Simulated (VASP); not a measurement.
GaN: band structure with PBE0

**Experimental background.**

“Studying electronic properties in GaN without electrical contacts using γ-γ vs e−-γ Perturbed Angular Correlations”, 2019, pmc:6823545 quotes, for a bulk crystal of GaN: band gap 3.503 ± 0.005 eV (direct).

GaN:

```
CELL_PARAMETERS angstrom
3.21745 0.00000 0.00000
-1.60872 2.78639 0.00000
0.00000 0.00000 5.24182
ATOMIC_POSITIONS crystal
Ga 0.66667 0.33333 0.49912
Ga 0.33333 0.66667 0.99912
N 0.66667 0.33333 0.87588
N 0.33333 0.66667 0.37588
```

The cell is a database's computed one.

| Property | Result |
| --- | --- |
| Program | VASP 6.6.1 |
| Task | band structure |
| Functional | PBE0 |
| Potentials or basis | VASP PAW PBE potentials, release 64 (Ga_d, N) |
| Cutoff | 450 eV |
| k mesh | 8 × 8 × 6 |
| Occupations | gaussian, width 0.02 eV |
| Spin | no spin polarisation |
| Grid for exact exchange (PRECFOCK) | Fast |
| Exchange at q = 0 | truncated |
| Further INCAR settings | ALGO = Normal; EDIFF = 1e-06 |

```yaml
Largest_force: 0.015 eV/Å
Band_gap_on_the_k_mesh: 3.64 eV, direct
Band_gap_along_the_path: 3.64 eV, direct
```

Forces on the atoms (eV/Å):
```
Ga   0.000  0.000 -0.015
Ga   0.000  0.000 -0.015
N    0.000  0.000  0.015
N    0.000  0.000  0.015
```

Levels at the corners of the path, in eV from the valence-band top:
| point | band 14 | band 15 | band 16 | band 17 | band 18 | band 19 | band 20 | band 21 | band 22 |
| --- | --- | --- | --- | --- | --- | --- | --- | --- | --- |
| Γ | -1.09 | -1.09 | -0.02 | 0.00 | 0.00 | 3.64 | 6.21 | 11.57 | 12.04 |
| M | -5.60 | -4.41 | -2.87 | -2.28 | -1.05 | 6.99 | 7.55 | 8.05 | 10.96 |
| M | -5.60 | -4.41 | -2.87 | -2.28 | -1.05 | 6.99 | 7.55 | 8.05 | 10.96 |
| K | -5.62 | -5.53 | -3.12 | -3.12 | -2.88 | 7.05 | 10.10 | 10.10 | 10.57 |
| K | -5.62 | -5.53 | -3.12 | -3.12 | -2.88 | 7.05 | 10.10 | 10.10 | 10.57 |
| Γ | -1.09 | -1.09 | -0.02 | 0.00 | 0.00 | 3.64 | 6.21 | 11.54 | 12.04 |
| Γ | -1.09 | -1.09 | -0.02 | 0.00 | 0.00 | 3.64 | 6.21 | 11.55 | 12.04 |
| A | -4.10 | -0.56 | -0.56 | -0.56 | -0.56 | 6.19 | 6.19 | 10.65 | 10.65 |
| A | -4.10 | -0.56 | -0.56 | -0.56 | -0.56 | 6.19 | 6.19 | 10.65 | 10.65 |
| L | -6.97 | -2.04 | -2.04 | -1.99 | -1.99 | 6.29 | 6.29 | 9.89 | 9.89 |
| L | -6.97 | -2.04 | -2.04 | -1.99 | -1.99 | 6.29 | 6.29 | 9.89 | 9.89 |
| H | -6.49 | -4.40 | -4.40 | -1.54 | -1.54 | 8.43 | 8.43 | 9.37 | 9.37 |
| H | -6.49 | -4.40 | -4.40 | -1.54 | -1.54 | 8.43 | 8.43 | 9.37 | 9.37 |
| A | -4.10 | -0.56 | -0.56 | -0.56 | -0.56 | 6.19 | 6.19 | 10.65 | 10.65 |
| L | -6.97 | -2.04 | -2.04 | -1.99 | -1.99 | 6.29 | 6.29 | 9.89 | 9.89 |
| M | -5.60 | -4.41 | -2.87 | -2.28 | -1.05 | 6.99 | 7.55 | 8.05 | 10.96 |
| K | -5.62 | -5.53 | -3.12 | -3.12 | -2.88 | 7.05 | 10.10 | 10.10 | 10.57 |
| H | -6.49 | -4.40 | -4.40 | -1.54 | -1.54 | 8.43 | 8.43 | 9.37 | 9.37 |

Run time: 3 h on 4 MPI ranks on Intel(R) Xeon(R) Platinum 8488C (Sapphire Rapids) (shared host), peak memory 0.3 GiB a rank.

Measured gap of GaN: 3.503 eV (direct; quoted in “Studying electronic properties in GaN without electrical contacts using γ-γ vs e−-γ Perturbed Angular Correlations”, 2019, pmc:6823545). This calculation gives 3.64 eV (+0.14 eV). Spin-orbit coupling on Ga is left out. The value is that of PBE0, without temperature or zero-point motion. The cell is a database's relaxed one, not the measured one, which moves gaps too.

Caveat: the PAW data sets were made with another functional, which shifts forces and pressure a little.
